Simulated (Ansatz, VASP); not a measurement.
# MgCu2O4 (MgCu2O4 (Pbcm)) in two plane-wave programs, part 2 of 3

Wanted: the spread between two codes on one cell, functional and k mesh. Of the first pair: The structure shown is the start of the Ansatz relaxation below; VASP solves that cell, so the two are compared at the walk's first step.

VASP 6.6.1 and Ansatz 0.2.0.

So far: Set-up; Ansatz: relaxation, PBEsol.

## 3. VASP: single point, PBEsol, start cell, pair 1

Level of this step: PBEsol, no spin polarisation; plane waves and PAW (Mg, Cu, O) (VASP).

The same cell, functional, mesh and smearing now go to VASP, with its own data sets.

Lines of VASP's logs that name or quote its potential files are left out, and so is its time.

INCAR reads:

```
SYSTEM = MgCu2O4
PREC = Accurate
ENCUT = 520
EDIFF = 1E-06
NELM = 120
ISMEAR = -1
SIGMA = 0.05
LREAL = .FALSE.
ALGO = Normal
GGA = PS
NBANDS = 116
LASPH = .TRUE.
LORBIT = 11
LWAVE = .FALSE.
LCHARG = .FALSE.
ISIF = 2
GGA_COMPAT = .FALSE.
EFERMI = MIDGAP
KPAR = 4
```

POSCAR reads:

```
MgCu2O4
1.0
    3.0431980000      0.0000000000      0.0000000000
    0.0000000000      9.8366640000      0.0000000000
    0.0000000000      0.0000000000      9.0674420000
Mg Cu O
4 8 16
Direct
    0.8758838564      0.1507509050      0.2499999449
    0.8758838564      0.3492491967      0.7499999449
    0.1241161436      0.6507509050      0.2499999449
    0.1241161436      0.8492491967      0.7499999449
    0.3469176176      0.3849034846      0.0698159967
    0.3469176176      0.1150966171      0.5698159967
    0.6530823824      0.6150966172      0.5698159967
    0.3469176176      0.1150966171      0.9301838931
    0.6530823824      0.6150966172      0.9301838931
    0.3469176176      0.3849034846      0.4301838931
    0.6530823824      0.8849034846      0.4301838931
    0.6530823824      0.8849034846      0.0698159967
    0.6348469603      0.5440281380      0.3831357841
    0.3651530397      0.4559719637      0.6168641057
    0.9926018616      0.2500000508      0.4999999449
    0.3651530397      0.0440281380      0.3831357841
    0.3651530397      0.0440281380      0.1168641057
    0.3710854502      0.2013351528      0.7499999449
    0.6348469603      0.9559719637      0.6168641057
    0.6289145498      0.7013351528      0.7499999449
    0.9926018616      0.2500000508      0.9999999449
    0.0073981384      0.7500000508      0.4999999449
    0.6348469603      0.5440281380      0.1168641057
    0.6289145498      0.7986649488      0.2499999449
    0.3710854502      0.2986649488      0.2499999449
    0.0073981384      0.7500000508      0.9999999449
    0.6348469603      0.9559719637      0.8831357841
    0.3651530397      0.4559719637      0.8831357841
```

KPOINTS reads:

```
Automatic mesh
0
Gamma
13 4 5
0 0 0
```

Potentials, in the order of the species: Mg, Cu and O (PBE family, release 64).

Run with:

```sh
$ mpirun -np 4 vasp_std
```

Numbers of over 12 decimals in the logs are rounded to 6 here.

The log of the run:

```text
[banner, memory and clock lines left out]
running    4 mpi-ranks, on    1 nodes
 distrk:  each k-point on    1 cores,    4 groups
 distr:  one band on    1 cores,    1 groups

 POSCAR found type information on POSCAR MgCuO
 POSCAR found :  3 types and      28 ions
|                                                                             |
|               ----> ADVICE to this user running VASP <----                  |
|                                                                             |
|     You have a (more or less) 'large supercell' and for larger cells it     |
|     might be more efficient to use real-space projection operators.         |
|     Therefore, try LREAL= Auto in the INCAR file.                           |
|     Mind: For very accurate calculation, you might also keep the            |
|     reciprocal projection scheme (i.e. LREAL=.FALSE.).                      |
|                                                                             |

|                                                                             |
|               ----> ADVICE to this user running VASP <----                  |
|                                                                             |
|     You enforced a specific xc type in the INCAR file but a different       |
|     [... a line on the potential file left out ...]
|     I HOPE YOU KNOW WHAT YOU ARE DOING!                                     |
|                                                                             |

 LDA part: xc-table for (Slater+PW92), standard interpolation
 POSCAR, INCAR and KPOINTS ok, starting setup
 FFT: planning ... GRIDC
 FFT: planning ... GRID_SOFT
 FFT: planning ... GRID
 WAVECAR not read
 entering main loop
       N       E                     dE             d eps       ncg     rms          rms(c)
DAV:   1     0.287394436851E+04    0.28739E+04   -0.81728E+04 14712   0.229E+03
DAV:   2     0.583370866856E+03   -0.22906E+04   -0.21416E+04 14872   0.636E+02
DAV:   3    -0.922882719899E+02   -0.67566E+03   -0.61668E+03 17088   0.320E+02
DAV:   4    -0.211411134176E+03   -0.11912E+03   -0.11453E+03 22568   0.142E+02
DAV:   5    -0.216019651012E+03   -0.46085E+01   -0.45602E+01 22664   0.372E+01    0.565E+01
DAV:   6    -0.202764509754E+03    0.13255E+02   -0.50894E+02 23168   0.273E+02    0.447E+01
DAV:   7    -0.155294648975E+03    0.47470E+02   -0.14335E+02 22576   0.174E+02    0.986E+00
DAV:   8    -0.156989949762E+03   -0.16953E+01   -0.28874E+01 20464   0.201E+01    0.598E+00
DAV:   9    -0.156752560419E+03    0.23739E+00   -0.15271E+00 21960   0.650E+00    0.149E+00
DAV:  10    -0.156738470911E+03    0.14090E-01   -0.10602E-01 17696   0.238E+00    0.588E-01
DAV:  11    -0.156735796778E+03    0.26741E-02   -0.22233E-02 22544   0.135E+00    0.270E-01
DAV:  12    -0.156735733949E+03    0.62829E-04   -0.63369E-03 22056   0.564E-01    0.160E-01
DAV:  13    -0.156735786948E+03   -0.53000E-04   -0.12001E-03 20144   0.290E-01    0.809E-02
DAV:  14    -0.156735875102E+03   -0.88153E-04   -0.78412E-04 22272   0.190E-01    0.526E-02
DAV:  15    -0.156735836945E+03    0.38157E-04   -0.11823E-04 21016   0.204E-01    0.237E-02
DAV:  16    -0.156735835407E+03    0.15379E-05   -0.72668E-05 21768   0.383E-02    0.106E-02
DAV:  17    -0.156735833933E+03    0.14739E-05   -0.12507E-05 21408   0.180E-02    0.271E-03
DAV:  18    -0.156735833873E+03    0.60263E-07   -0.35255E-07  9344   0.123E-02
   1 F= -.15673583E+03 E0= -.15673351E+03  d E =-.464087E-02
```

From OUTCAR (step 3):

```text
ion  position               nearest neighbor table
   1  0.876  0.151  0.250-  25 2.09  25 2.12  17 2.19  16 2.19  17 2.23  16 2.23  15 2.49  21 2.49
                            12 3.16  11 3.16   5 3.17  10 3.17
   2  0.876  0.349  0.750-  18 2.09  18 2.12  14 2.19  28 2.19  14 2.23  28 2.23  15 2.49  21 2.49
                             7 3.16   9 3.16   6 3.17   8 3.17
   3  0.124  0.651  0.250-  24 2.09  24 2.12  23 2.19  13 2.19  23 2.23  13 2.23  22 2.49  26 2.49
                             5 3.16  10 3.16  12 3.17  11 3.17
   4  0.124  0.849  0.750-  20 2.09  20 2.12  19 2.19  27 2.19  19 2.23  27 2.23  26 2.49  22 2.49
                             6 3.16   8 3.16   7 3.17   9 3.17
   5  0.347  0.385  0.070-  21 1.82  28 1.83  25 1.84  23 1.84   9 2.76   3 3.16   1 3.17
   6  0.347  0.115  0.570-  15 1.82  16 1.83  18 1.84  19 1.84  11 2.76   4 3.16   2 3.17
   7  0.653  0.615  0.570-  22 1.82  13 1.83  20 1.84  14 1.84  10 2.76   2 3.16   4 3.17
   8  0.347  0.115  0.930-  21 1.82  17 1.83  18 1.84  27 1.84  12 2.76   4 3.16   2 3.17
   9  0.653  0.615  0.930-  26 1.82  23 1.83  20 1.84  28 1.84   5 2.76   2 3.16   4 3.17
  10  0.347  0.385  0.430-  15 1.82  14 1.83  25 1.84  13 1.84   7 2.76   3 3.16   1 3.17
  11  0.653  0.885  0.430-  22 1.82  19 1.83  24 1.84  16 1.84   6 2.76   1 3.16   3 3.17
  12  0.653  0.885  0.070-  26 1.82  27 1.83  24 1.84  17 1.84   8 2.76   1 3.16   3 3.17
  13  0.635  0.544  0.383-   7 1.83  10 1.84   3 2.19   3 2.23
  14  0.365  0.456  0.617-  10 1.83   7 1.84   2 2.19   2 2.23
  15  0.993  0.250  0.500-   6 1.82  10 1.82   1 2.49   2 2.49
  16  0.365  0.044  0.383-   6 1.83  11 1.84   1 2.19   1 2.23
  17  0.365  0.044  0.117-   8 1.83  12 1.84   1 2.19   1 2.23
  18  0.371  0.201  0.750-   6 1.84   8 1.84   2 2.09   2 2.12
  19  0.635  0.956  0.617-  11 1.83   6 1.84   4 2.19   4 2.23
  20  0.629  0.701  0.750-   7 1.84   9 1.84   4 2.09   4 2.12
  21  0.993  0.250  1.000-   8 1.82   5 1.82   1 2.49   2 2.49
  22  0.007  0.750  0.500-   7 1.82  11 1.82   3 2.49   4 2.49
  23  0.635  0.544  0.117-   9 1.83   5 1.84   3 2.19   3 2.23
  24  0.629  0.799  0.250-  12 1.84  11 1.84   3 2.09   3 2.12
  25  0.371  0.299  0.250-   5 1.84  10 1.84   1 2.09   1 2.12
  26  0.007  0.750  1.000-   9 1.82  12 1.82   3 2.49   4 2.49
  27  0.635  0.956  0.883-  12 1.83   8 1.84   4 2.19   4 2.23
  28  0.365  0.456  0.883-   5 1.83   9 1.84   2 2.19   2 2.23

  LATTYP: Found a simple orthorhombic cell.
 ALAT       =     3.0431980000
 B/A-ratio  =     2.9795767479
 C/A-ratio  =     3.2323443956

 Subroutine GETGRP returns: Found  8 space group operations
 (whereof  2 operations were pure point group operations)

The static configuration has the point symmetry S_2 .
 The point group associated with its full space group is D_2h.

 Found     63 irreducible k-points:

   k-points           NKPTS =     63   k-points in BZ     NKDIM =     63   number of bands    NBANDS=    116

   dimension x,y,z NGX =    24 NGY =   80 NGZ =   70
   dimension x,y,z NGXF=    48 NGYF=  160 NGZF=  140

   ENCUT  =  520.0 eV  38.22 Ry    6.18 a.u.   5.66 18.29 16.86*2*pi/ulx,y,z

   NELECT =     192.0000    total number of electrons

 k-points in reciprocal lattice and weights: Automatic mesh
   0.00000000  0.00000000  0.00000000       0.004
   0.07692308  0.00000000  0.00000000       0.008
   0.15384615  0.00000000  0.00000000       0.008
   0.23076923  0.00000000  0.00000000       0.008
   0.30769231  0.00000000  0.00000000       0.008
   0.38461538  0.00000000  0.00000000       0.008
   0.46153846  0.00000000  0.00000000       0.008
   0.00000000  0.25000000  0.00000000       0.008
   0.07692308  0.25000000  0.00000000       0.015
[...]
0.38461538  0.50000000  0.40000000       0.015
   0.46153846  0.50000000  0.40000000       0.015

 average (electrostatic) potential at core
       1 -34.8860       2 -34.8860       3 -34.8860       4 -34.8860       5 -67.3491
       6 -67.3491       7 -67.3491       8 -67.3491       9 -67.3491      10 -67.3491
      11 -67.3491      12 -67.3491      13 -70.6051      14 -70.6051      15 -70.7246
      16 -70.6051      17 -70.6051      18 -70.3391      19 -70.6051      20 -70.3391
      21 -70.7246      22 -70.7246      23 -70.6051      24 -70.3391      25 -70.3391
      26 -70.7246      27 -70.6051      28 -70.6051

 E-fermi :   3.9860

 k-point     1 :       0.0000    0.0000    0.0000
  band No.  band energies     occupation
    ...
     92       3.5223      1.99981
     93       3.5635      1.99957
     94       3.5987      1.99913
     95       3.6163      1.99877
     96       3.7031      1.99304
     97       4.4521      0.00018
     98       4.5409      0.00003
     99       4.9536      0.00000
    100       5.1641      0.00000
    101       5.1659      0.00000
    ...

 k-point     2 :       0.0769    0.0000    0.0000
  band No.  band energies     occupation
    ...
     92       3.4842      1.99991
     93       3.5416      1.99972
     94       3.6132      1.99884
     95       3.6373      1.99813
     96       3.6524      1.99747
     97       4.3810      0.00074
     98       4.5556      0.00002
     99       4.9502      0.00000
    100       5.1522      0.00000
    101       5.1866      0.00000
    ...

 k-point     3 :       0.1538    0.0000    0.0000
  band No.  band energies     occupation
    ...
     92       3.4658      1.99994
     93       3.4685      1.99994
     94       3.4719      1.99993
     95       3.5441      1.99971
     96       3.5780      1.99943
     97       4.2275      0.01584
     98       4.5878      0.00001
     99       4.9430      0.00000
    100       5.1413      0.00000
    101       5.2796      0.00000
    ...

  Total        0.8752932      1.1556332      0.6261713      0.0000000      0.0000000     -0.0000000
  in kB        5.1665582      6.8213097      3.6960760      0.0000000      0.0000000     -0.0000000
  external PRESSURE =       5.2279813 kB  Pullay stress =       0.0000000 kB

  energy-cutoff  :      520.00
  volume of cell :      271.43
      direct lattice vectors                 reciprocal lattice vectors
     3.043198000  0.000000000  0.000000000     0.328601688  0.000000000  0.000000000
     0.000000000  9.836664000  0.000000000     0.000000000  0.101660482  0.000000000
     0.000000000  0.000000000  9.067442000     0.000000000  0.000000000  0.110284687

 POSITION                                       TOTAL-FORCE (eV/Angst)
 -----------------------------------------------------------------------------------
      2.66549      1.48289      2.26686        -0.037763      0.011476      0.000000
      2.66549      3.43545      6.80058        -0.037763     -0.011476      0.000000
      0.37771      6.40122      2.26686         0.037763      0.011476      0.000000
      0.37771      8.35378      6.80058         0.037763     -0.011476      0.000000
      1.05574      3.78617      0.63305        -0.017345     -0.009956      0.082814
      1.05574      1.13217      5.16677        -0.017345      0.009956      0.082814
      1.98746      6.05050      5.16677         0.017345      0.009956      0.082814
      1.05574      1.13217      8.43439        -0.017345      0.009956     -0.082814
      1.98746      6.05050      8.43439         0.017345      0.009956     -0.082814
      1.05574      3.78617      3.90067        -0.017345     -0.009956     -0.082814
      1.98746      8.70450      3.90067         0.017345     -0.009956     -0.082814
      1.98746      8.70450      0.63305         0.017345     -0.009956      0.082814
      1.93196      5.35142      3.47406         0.015548      0.044775     -0.155763
      1.11123      4.48524      5.59338        -0.015548     -0.044775      0.155763
      3.02068      2.45917      4.53372        -0.001148     -0.000000      0.000000
      1.11123      0.43309      3.47406        -0.015548      0.044775     -0.155763
      1.11123      0.43309      1.05966        -0.015548      0.044775      0.155763
      1.12929      1.98047      6.80058         0.005445      0.107525      0.000000
      1.93196      9.40358      5.59338         0.015548     -0.044775      0.155763
      1.91391      6.89880      6.80058        -0.005445      0.107525      0.000000
      3.02068      2.45917      9.06744        -0.001148     -0.000000      0.000000
      0.02251      7.37750      4.53372         0.001148     -0.000000      0.000000
      1.93196      5.35142      1.05966         0.015548      0.044775      0.155763
      1.91391      7.85620      2.26686        -0.005445     -0.107525      0.000000
      1.12929      2.93787      2.26686         0.005445     -0.107525      0.000000
      0.02251      7.37750      9.06744         0.001148     -0.000000      0.000000
      1.93196      9.40358      8.00778         0.015548     -0.044775     -0.155763
      1.11123      4.48524      8.00778        -0.015548     -0.044775     -0.155763
 -----------------------------------------------------------------------------------
    total drift:                               -0.000492     -0.000268      0.003067

  FREE ENERGIE OF THE ION-ELECTRON SYSTEM (eV)
  ---------------------------------------------------
  free  energy   TOTEN  =      -156.7358338727 eV

  energy  without entropy=     -156.7311930075  energy(sigma->0) =     -156.73351344

 total charge
# of ion       s       p       d       tot
------------------------------------------
    1        0.126   0.137   0.058   0.320
    2        0.126   0.137   0.058   0.320
    3        0.126   0.137   0.058   0.320
    4        0.126   0.137   0.058   0.320
    5        0.471   0.586   9.035  10.092
    6        0.471   0.586   9.035  10.092
    7        0.471   0.586   9.035  10.092
    8        0.471   0.586   9.035  10.092
    9        0.471   0.586   9.035  10.092
   10        0.471   0.586   9.035  10.092
   11        0.471   0.586   9.035  10.092
   12        0.471   0.586   9.035  10.092
   13        1.568   3.399   0.000   4.968
   14        1.568   3.399   0.000   4.968
   15        1.576   3.366   0.000   4.941
   16        1.568   3.399   0.000   4.968
   17        1.568   3.399   0.000   4.968
   18        1.556   3.442   0.000   4.998
   19        1.568   3.399   0.000   4.968
   20        1.556   3.442   0.000   4.998
   21        1.576   3.366   0.000   4.941
   22        1.576   3.366   0.000   4.941
   23        1.568   3.399   0.000   4.968
   24        1.556   3.442   0.000   4.998
   25        1.556   3.442   0.000   4.998
   26        1.576   3.366   0.000   4.941
   27        1.568   3.399   0.000   4.968
   28        1.568   3.399   0.000   4.968
--------------------------------------------------
tot         29.344  59.667  72.509 161.521

[... 3 further parts left out ...]
```

The run ends at a pressure of 0.52 GPa, with forces up to 0.16 eV/Å.

## 4. Differences

Known differences besides the potentials themselves: the data sets hold 288 valence electrons in Ansatz (on its default PAW (the set named soft_2) files) and 192 in VASP; the cutoff is 420 eV in Ansatz and 520 eV in VASP; Ansatz makes its cores anew for this functional, VASP keeps those of its PBE data sets. Total energies have different zeros and are not compared.

Forces on 7 of the 28 atoms, those with the largest forces and the largest differences (eV/Å; atoms numbered as in POSCAR):

```csv
atom,"Ansatz x, y, z","VASP x, y, z"
O13,"-0.024, 0.001, -0.023","0.016, 0.045, -0.156"
O14,"0.024, -0.001, 0.023","-0.016, -0.045, 0.156"
O16,"0.024, 0.001, -0.023","-0.016, 0.045, -0.156"
O19,"-0.024, -0.001, 0.023","0.016, -0.045, 0.156"
O23,"-0.024, 0.001, 0.023","0.016, 0.045, 0.156"
O27,"-0.024, -0.001, -0.023","0.016, -0.045, -0.156"
O28,"0.024, -0.001, -0.023","-0.016, -0.045, -0.156"
```

The forces differ by 59 meV/Å r.m.s., which is 95.4 % of the r.m.s. force of 0.062 eV/Å (both taken over all components).

## 5. Ansatz: relaxation, PBEsol

This run makes the geometry at which the two programs are then compared. The cell compared in this pair holds 272.99 Å³, against 271.43 Å³ for the pair before.

The structure compared here is the end of the Ansatz relaxation.

input.yaml reads:

```yaml
crystal:
  lattice:
    - [3.0431981, 0.0, 0.0]
    - [0.0, 9.8366644, 0.0]
    - [0.0, 0.0, 9.0674419]
  atoms:
    - { symbol: Mg, position: [0.87588376, 0.15075086, 0.25] }
    - { symbol: Mg, position: [0.87588376, 0.34924914, 0.75] }
    - { symbol: Mg, position: [0.12411624, 0.65075086, 0.25] }
    - { symbol: Mg, position: [0.12411624, 0.84924914, 0.75] }
    - { symbol: Cu, position: [0.34691758, 0.38490342, 0.06981605] }
    - { symbol: Cu, position: [0.34691758, 0.11509658, 0.56981605] }
    - { symbol: Cu, position: [0.65308242, 0.61509658, 0.56981605] }
    - { symbol: Cu, position: [0.34691758, 0.11509658, 0.93018395] }
    - { symbol: Cu, position: [0.65308242, 0.61509658, 0.93018395] }
    - { symbol: Cu, position: [0.34691758, 0.38490342, 0.43018395] }
    - { symbol: Cu, position: [0.65308242, 0.88490342, 0.43018395] }
    - { symbol: Cu, position: [0.65308242, 0.88490342, 0.06981605] }
    - { symbol: O, position: [0.63484697, 0.5440281, 0.38313587] }
    - { symbol: O, position: [0.36515303, 0.4559719, 0.61686413] }
    - { symbol: O, position: [0.99260172, 0.25, 0.5] }
    - { symbol: O, position: [0.36515303, 0.0440281, 0.38313587] }
    - { symbol: O, position: [0.36515303, 0.0440281, 0.11686413] }
    - { symbol: O, position: [0.37108546, 0.2013351, 0.75] }
    - { symbol: O, position: [0.63484697, 0.9559719, 0.61686413] }
    - { symbol: O, position: [0.62891454, 0.7013351, 0.75] }
    - { symbol: O, position: [0.99260172, 0.25, 0.0] }
    - { symbol: O, position: [0.00739828, 0.75, 0.5] }
    - { symbol: O, position: [0.63484697, 0.5440281, 0.11686413] }
    - { symbol: O, position: [0.62891454, 0.7986649, 0.25] }
    - { symbol: O, position: [0.37108546, 0.2986649, 0.25] }
    - { symbol: O, position: [0.00739828, 0.75, 0.0] }
    - { symbol: O, position: [0.63484697, 0.9559719, 0.88313587] }
    - { symbol: O, position: [0.36515303, 0.4559719, 0.88313587] }
basis:
  ecutwfc: 420
  xc_grid: 2
hamiltonian:
  xc: pbesol
kpoints:
  mp_grid: { grid: [13, 4, 5] }
scf:
  occupations: { method: fermi_dirac, width: 0.05 }
  max_iter: 150
output:
  forces: true
  stress: true
relax:
  f_tol: 0.01
  max_steps: 60
  cell: {}
checkpoint:
  write: "../pbesol.run"
  compress: false
  write_wavefunctions: false
  write_every: 100000
```

Run with:

```sh
$ ansatz run input.yaml --threads 4 --pin off --max-ram 6594MiB --backend cpu --events-out ev --progress --plain --runs-dir out
```

The log of the run:

```text
[...]
Crystal: 28 atoms, lattice volume = 271.433 Å³
Basis set: ecut = 420 eV, 5273 PW (Γ), exchange–correlation on 48×144×128 points (8 copies of the dense FFT grid, shifted against one another)
Bands: 173, of which v1, the nominal top of the filled ones, is band 144 counted from 1 (143 counted from 0)
Symmetry: 8 space group operations
[...]
k-points: 63 of 260
[...]
- { symbol: O, position: [0.375250, 0.201323, 0.75] }
    - { symbol: O, position: [0.629455, 0.955280, 0.617283] }
    - { symbol: O, position: [0.624750, 0.701323, 0.75] }
[...]
- { symbol: O, position: [0.375250, 0.298677, 0.250000] }
    - { symbol: O, position: [-0.00381862, 0.75, 2.0605450693008686e-19] }
    - { symbol: O, position: [0.629455, 0.955280, 0.882717] }
    - { symbol: O, position: [0.370545, 0.455280, 0.882717] }
[key lines of the parts left out:]
SCF converged after 6 iterations
Free energy (F): -69323.243506 eV
Fermi energy:    9.550234 eV
P = ⅓ Tr σ = 0.0002 GPa (0.002 kbar)
```

(Continued in part 3 of 3.)

[Lines on the potential files, build, host, timing and source positions are cut from VASP's logs without a mark.]

[Logs are printed without paths, hosts, clocks, repeated set-up lines and the standing remarks that a program may print on its own settings, such as how far it seeks lower states.]

[Hosts, paths, dates, database ids (printed as entryN), source tags and the programs' standing remarks are cut or masked in the printed files.]
